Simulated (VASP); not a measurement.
The cell holds one Pt (fcc) (111) slab, with vacuum along c, ions free to move until forces fall under 0.03 eV/Å, no reconstruction beyond this cell, dipole correction on.

Input:

```yaml
crystal:
  lattice:
    - [2.78792, 0.00000, 0.00000]
    - [-1.39396, 2.41441, 0.00000]
    - [0.00000, 0.00000, 24.19226]
  atoms:
    - { symbol: Pt, position: [0.00000, 0.00000, 0.35908] }
    - { symbol: Pt, position: [0.66667, 0.33333, 0.45347] }
    - { symbol: Pt, position: [0.33333, 0.66667, 0.54653] }
    - { symbol: Pt, position: [0.00000, 0.00000, 0.64092] }
```

The numbers are results of r2SCAN meta-GGA, VASP's PBE PAW potentials (set 64) (plane waves; VASP), not measurements. Settings: 400 eV cut-off, 11×11×1 Γ-centred mesh, first-order Methfessel-Paxton smearing of 0.10 eV, potentials Pt.

Slab and bulk use different k-meshes, so the surface energy is good to a few per cent at best. Unless said otherwise, spin-orbit coupling is left out, though it shifts the bands of the heavy elements here.

Problem. Predict its surface energy, work function, band gap (on the k-mesh).

Solution. 
```json
{
  "surface_energy": "1.67 J/m²",
  "work_function": "5.84 eV",
  "band gap (on the k-mesh)": "none (metal, semimetal or under 0.01 eV)"
}
```

Measured: work function 5.91 eV (computed value off by -0.07 eV), as given by Richard Tran et al., Surface Science (2019), arXiv:1902.07811.

The cell is a thin slab with vacuum, built from Pt (fcc): (111) face.
